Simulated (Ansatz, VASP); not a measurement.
## Cross-check of Te2Pt (1T-PtTe2 4 layers, AA) between VASP and Ansatz

One calculation is typed for both programs; each brings its own data sets. How far apart do they land? The structure shown is the start of the Ansatz relaxation below; VASP solves that cell, so the two are compared at the walk's first step.

Program: Ansatz 0.2.0. Level of theory: plane waves, with VASP 6.6.1 beside it; single point at PBE with D3(BJ). Results are calculated unless marked as measured.

**1. The starting structure**

The cell holds 12 atoms: 8 Te and 4 Pt. Cell: a = 4.020 Å, b = 4.020 Å, c = 70.393 Å, α = 90.0°, β = 90.0°, γ = 120.0°. Vacuum lies along c.

**2. Ansatz: relaxation, PBE with D3(BJ)**

Ansatz runs on its PAW soft_1 files.

The two programs are compared at the cell with which this relaxation starts, whose forces are those of its first step.

File input.yaml:

```yaml
crystal:
  lattice:
    - [4.02, 0.0, 0.0]
    - [-2.01, 3.4814221232, 0.0]
    - [0.0, 0.0, 70.393307106]
  atoms:
    - { symbol: Te, position: [0.6666666667, 0.3333333333, 0.3601194637] }
    - { symbol: Pt, position: [0.0, 0.0, 0.3775098015] }
    - { symbol: Te, position: [0.3333333333, 0.6666666667, 0.3949001392] }
    - { symbol: Te, position: [0.6666666667, 0.3333333333, 0.441779596] }
    - { symbol: Pt, position: [0.0, 0.0, 0.4591699338] }
    - { symbol: Te, position: [0.3333333333, 0.6666666667, 0.4765602716] }
    - { symbol: Te, position: [0.6666666667, 0.3333333333, 0.5234397284] }
    - { symbol: Pt, position: [0.0, 0.0, 0.5408300662] }
    - { symbol: Te, position: [0.3333333333, 0.6666666667, 0.558220404] }
    - { symbol: Te, position: [0.6666666667, 0.3333333333, 0.6050998608] }
    - { symbol: Pt, position: [0.0, 0.0, 0.6224901985] }
    - { symbol: Te, position: [0.3333333333, 0.6666666667, 0.6398805363] }
  periodic: [true, true, false]
kpoints:
  mp_grid: { grid: [12, 12, 1] }
hamiltonian:
  xc: pbe
  dispersion: d3bj
  pseudopotentials: { kind: paw, azcp: { folder: soft_1 } }
scf:
  occupations: { method: fermi_dirac, width: 0.05 }
  convergence: { dr2_threshold: 1.0e-09 }
relax:
  f_tol: 0.004
  max_steps: 90
  cell: {}
output:
  write_potential: true
  write_density: true
  volumetric_format: npy
```

Launch:

```
$ ansatz run input.yaml --threads 4 --pin off --max-ram 12288MiB --backend cpu --events-out ev --progress --plain --runs-dir out
```

Numbers of over 12 decimals in the logs are rounded to 6 here.

The program printed:

```text
Warning: relax.cell: scf.convergence.dr2_threshold = 1e-9 eV is looser than the 1.36101874331e-10 eV advised for a relaxation that steers and ends on the stress (1e-10 eV for each atom of the cell: 12, times the square of relax.cell.stress_2d_tol = 0.05 N/m over 29.7 Å (the atoms' height at the walk's start and 5 Å past either face), 1.684e-2 GPa, over a crystal's default 0.05). What an SCF threshold leaves in a stress goes as its square root, and in the free energy as the threshold itself, and one threshold admits the most on a small cell: [figures from the program's tests cut] Set scf.convergence.dr2_threshold to 1.36101874331e-10 eV or tighter. [rest of the remark cut]
Engine: ansatz 0.2.0, x86_64-unknown-linux-gnu
Pseudopotentials: kind: paw
Pseudopotential: Te, paw, valence charge 16, recommended cutoff 420 eV (normal), soft_1/Te.paw.azcp
Pseudopotential: Pt, paw, valence charge 18, recommended cutoff 420 eV (normal), soft_1/Pt.paw.azcp
Functional definition: PBE
  parameter kappa = 0.804
  parameter beta = 0.066725
  exchange = pbe_x(kappa = kappa, mu = beta*pi^2/3)
  correlation = pbe_c(beta = beta)
Crystal: 12 atoms, lattice volume = 985.177 Å³
Basis set: ecut = 420 eV, 19339 PW (Γ), exchange–correlation on 54×54×960 points (8 copies of the dense FFT grid, shifted against one another)
Bands: 120, of which v1, the nominal top of the filled ones, is band 100 counted from 1 (99 counted from 0)
Symmetry: 12 space group operations
Space group: P-3m1 (ITA 164), of the structure as read, at distance tolerance 1.0e-4 Å
k-points: 19 of 144
Non-local potential: Te, projectors of the file, l = 0: 2, l = 1: 2, l = 2: 2, l = 3: 1
Non-local potential: Pt, projectors of the file, l = 0: 3, l = 1: 2, l = 2: 2, l = 3: 1
PAW form: soft (Blöchl's): semilocal exchange-correlation on the pseudo side does not see the compensation charge
PAW one-centre angular grid: Te, 590 points (default); XC on 64 Gauss nodes
PAW one-centre angular grid: Pt, 590 points (default); XC on 64 Gauss nodes
Initial density: superposition of atomic densities (neutral atoms: chi_scale 0, normalization atom)
Initial wavefunctions: pseudopotential atomic-orbital guess
Functional: x = pbe(κ = 0.804, μ = 0.219515), c = pbe(β = 0.066725)
SCF iter   1: F=—  HF=-105949.567175 eV  |F-HF|=—  |Δ(HF+E_count)|=         —  Δρ=3.12e-2  dr2=8.99e0  ethr=3.10e-3  ⟨swp⟩=14.1  Hψ=13572  notcnv=0  defer=52
preconditioner: auto → LDOS  [metal: Δε(μ)=0.137 eV  Ē_g=8.905 eV  σ=0.050 eV  W_gap=0.45  n_scr=184 (ndim 8)  ℏωp=11.1 eV  f_vac=0.668  D(μ)=1.47/eV (n_scr^D=10)  β→1.0]
SCF iter   2: F=—  HF=-105953.768143 eV  |F-HF|=—  |Δ(HF+E_count)|=    4.20e0  Δρ=4.11e-2  dr2=3.00e1  ethr=3.10e-3  ⟨swp⟩=4.7  Hψ=6525  notcnv=0  defer=168  recentre
SCF iter   3: F=—  HF=-105948.066085 eV  |F-HF|=—  |Δ(HF+E_count)|=    5.70e0  Δρ=9.31e-3  dr2=6.67e-1  ethr=3.10e-3  ⟨swp⟩=4.0  Hψ=5787  notcnv=0  defer=148
SCF iter   4: F=—  HF=-105947.972627 eV  |F-HF|=—  |Δ(HF+E_count)|=   9.35e-2  Δρ=1.86e-3  dr2=8.95e-2  ethr=3.33e-4  ⟨swp⟩=3.5  Hψ=4702  notcnv=0  defer=158
SCF iter   5: F=—  HF=-105947.958596 eV  |F-HF|=—  |Δ(HF+E_count)|=   1.40e-2  Δρ=3.57e-4  dr2=3.07e-3  ethr=4.48e-5  ⟨swp⟩=4.0  Hψ=4290  notcnv=0  defer=158
SCF iter   6: F=—  HF=-105947.958285 eV  |F-HF|=—  |Δ(HF+E_count)|=   3.12e-4  Δρ=1.25e-4  dr2=6.25e-4  ethr=1.53e-6  ⟨swp⟩=3.9  Hψ=4970  notcnv=0  defer=158
SCF iter   7: F=—  HF=-105947.958407 eV  |F-HF|=—  |Δ(HF+E_count)|=   1.22e-4  Δρ=6.58e-5  dr2=7.33e-5  ethr=3.13e-7  ⟨swp⟩=2.3  Hψ=2989  notcnv=0  defer=158
SCF iter   8: F=—  HF=-105947.958437 eV  |F-HF|=—  |Δ(HF+E_count)|=   2.97e-5  Δρ=1.49e-5  dr2=3.57e-6  ethr=3.67e-8  ⟨swp⟩=3.0  Hψ=3676  notcnv=0  defer=158
SCF iter   9: F=—  HF=-105947.958667 eV  |F-HF|=—  |Δ(HF+E_count)|=   2.31e-4  Δρ=5.98e-6  dr2=4.92e-7  ethr=1.78e-9  ⟨swp⟩=3.0  Hψ=4954  notcnv=0  defer=158
SCF iter  10: F=—  HF=-105947.958667 eV  |F-HF|=—  |Δ(HF+E_count)|=   2.15e-7  Δρ=1.89e-6  dr2=7.31e-8  ethr=2.46e-10  ⟨swp⟩=3.7  Hψ=4854  notcnv=0  defer=158
SCF iter  11: F=—  HF=-105947.958667 eV  |F-HF|=—  |Δ(HF+E_count)|=   1.06e-8  Δρ=4.96e-7  dr2=2.86e-9  ethr=3.66e-11  ⟨swp⟩=3.1  Hψ=3940  notcnv=0  defer=158
SCF iter  12: F=-105947.958668 eV  HF=-105947.958668 eV  |F-HF|=8.40e-9  |Δ(HF+E_count)|=   3.48e-8  Δρ=1.83e-7  dr2=3.11e-10  ethr=1.00e-12  ⟨swp⟩=12.6  Hψ=17576  notcnv=0
SCF 1 converged in 12 iterations: F = -105947.958668 eV  dr2 = 3.11e-10
[...]
SCF converged after 8 iterations
an eigenvalue changed by more than its tolerance at an iteration that met the thresholds in force, so the SCF went on 2 times, its first undamped step at iteration 6: the last check found none over its tolerance
Free energy (F): -105949.721502 eV
Harris-Foulkes:  -105949.721502 eV  (|F-HF|=2.33e-10)
Internal energy: -105949.679246 eV  (E = F + TS)
E sigma→0 (E₀):  -105949.700374 eV
Entropy (-TS):   -0.042255 eV (-3.521 meV/atom)
Fermi energy:    -4.373707 eV
--- Per-component energies (eV) ---
  E_band       = -6415.669230
  E_kinetic    = 3771.249625
  E_local      = -2806177.637647  (includes V_loc(G=0)·N_el)
  E_nonlocal   = 1336.393998
  E_hartree    = 1400496.623046
  E_xc         = -1913.782382
  E_vxc        = -1907.325988  (∫ρ·V_xc dr)
  E_paw        = -75301.813687  (= ΣΔE_a)
  E_vpaw       = -4431.639514  (= ΣTr[D̂ρ^β])
  E_aug_tail   = 0.004973  (compensation charges beyond the density's cutoff)
  E_ewald      = 1371845.352866
  E_disp       = -6.070037  (pairwise vdW)
  E_smearing   = -0.042255  (= −TS)
  E_closure    = -0.000000  (closes the sum)
  Σ components = -105949.721502   (vs F -105949.721502, Δ=0.00e0)
--- Forces (eV/Å), atoms counted from 1 ---
  atom   1  Te     0.00000000     0.00000000    -0.00061861
  atom   2  Pt     0.00000000    -0.00000000     0.00110750
  atom   3  Te    -0.00000000    -0.00000000    -0.00100424
  atom   4  Te     0.00000000     0.00000000    -0.00000231
  atom   5  Pt     0.00000000    -0.00000000     0.00012007
  atom   6  Te    -0.00000000     0.00000000    -0.00028148
  atom   7  Te     0.00000000    -0.00000000     0.00028148
  atom   8  Pt    -0.00000000     0.00000000    -0.00012007
  atom   9  Te    -0.00000000    -0.00000000     0.00000231
  atom  10  Te     0.00000000     0.00000000     0.00100424
  atom  11  Pt     0.00000000     0.00000000    -0.00110750
  atom  12  Te    -0.00000000     0.00000000     0.00061861
  max |Σ_I F_I| component: 4.63e-18 eV/Å
--- 2D stress c σ (N/m, compression-positive) ---
       -0.012871      -0.000000       0.000000
        0.000000      -0.012871       0.000000
        0.000000       0.000000      -0.000000
  P = ½ c Tr σ = -0.0129 N/m
--- Band table (eV; the first three rows and the last of 19) ---
  k-point 0: bands = [... 96 lower, -4.8397, -4.8397, -4.0660, -3.3636, -3.3636, -3.2029, -2.9217, -2.9217, ... 16 higher]
  k-point 1: bands = [... 96 lower, -4.8641, -4.4024, -4.1667, -3.7561, -3.5052, -3.3520, -3.0161, -3.0006, ... 16 higher]
  k-point 2: bands = [... 96 lower, -5.1701, -5.0195, -4.6943, -4.1497, -3.7341, -3.6270, -3.4975, -3.1829, ... 16 higher]
  k-point 18: bands = [... 96 lower, -6.5072, -6.5072, -6.1806, -6.1806, -4.4518, -4.4518, -3.7865, -3.7865, ... 16 higher]
  the weakly bound empty levels are not read free of the cell's end (no_gap_told)
--- Relaxed structure (11 steps of the walk, 10 accepted, 1 SCFs on fresh bases) ---
  F+E_penalty+E_count = -105949.72150156 eV   max|allowed force component| = 1.107e-3 eV/Å   (the final SCF, on the basis selected at the relaxed cell)
  cell:  # Å, volume = 991.8544 Å³
    - [4.033601, 0, 0]
    - [-2.016801, 3.493201, 0]
    - [0, 0, 70.393307106]
  atoms:
    - { symbol: Te, position: [0.666667, 0.333333, 0.371171] }
    - { symbol: Pt, position: [1.7448017375610513e-17, 0, 0.390972] }
    - { symbol: Te, position: [0.333333, 0.666667, 0.410162] }
    - { symbol: Te, position: [0.666667, 0.333333, 0.444198] }
    - { symbol: Pt, position: [5.753654777869205e-18, 0, 0.463609] }
    - { symbol: Te, position: [0.333333, 0.666667, 0.483106] }
    - { symbol: Te, position: [0.666667, 0.333333, 0.516894] }
    - { symbol: Pt, position: [-5.753654777869203e-18, 0, 0.536391] }
    - { symbol: Te, position: [0.333333, 0.666667, 0.555802] }
    - { symbol: Te, position: [0.666667, 0.333333, 0.589838] }
    - { symbol: Pt, position: [-1.7448017375610525e-17, 0, 0.609028] }
    - { symbol: Te, position: [0.333333, 0.666667, 0.628829] }
```

(Continued in part 2 of 2.)

[Lines on the potential files, build, host, timing and source positions are cut from VASP's logs without a mark.]

[Logs are printed without paths, hosts, clocks, repeated set-up lines and the standing remarks that a program may print on its own settings, such as how far it seeks lower states.]

[Hosts, paths, dates, database ids (printed as entryN), source tags and the programs' standing remarks are cut or masked in the printed files.]
